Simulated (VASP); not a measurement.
Shape and ions are relaxed at each volume.

```
Tl
1.0
    1.76606    -3.05891     0.00000
    1.76606     3.05891     0.00000
    0.00000     0.00000     5.40449
Tl
2
Direct
  0.33333   0.66667   0.25000
  0.66667   0.33333   0.75000
```

Computed with AM05 GGA, VASP's PBE PAW potentials (set 64) (plane waves; VASP 6.6.1). Numerical set-up: 520 eV cut-off, 12×12×7 Γ-centred mesh, first-order Methfessel-Paxton smearing of 0.10 eV, potentials Tl_d.

Question: Give the energy at these volumes per atom, relative to the lowest: 27.19, 28.06, 28.93, 29.80, 30.66 Å³.

Answer: 15.4, 4.5, 0.0, 0.9, 6.5 meV/atom. A third-order Birch-Murnaghan fit gives B0 = 31.9 GPa and B0′ = 4.6.

Measured: bulk modulus 37.4 GPa at 0 K (computed value off by -14.8 %), as given by K. Lejaeghere et al., Critical reviews in solid state and materials sciences/CRC critical reviews in solid state and materials sciences (2013), arXiv:1204.2733 [extrapolated to 0 K and zero-point effects removed (source: thermally corrected experimental values)].

The compound is Tl in the hcp structure. It was relaxed first.
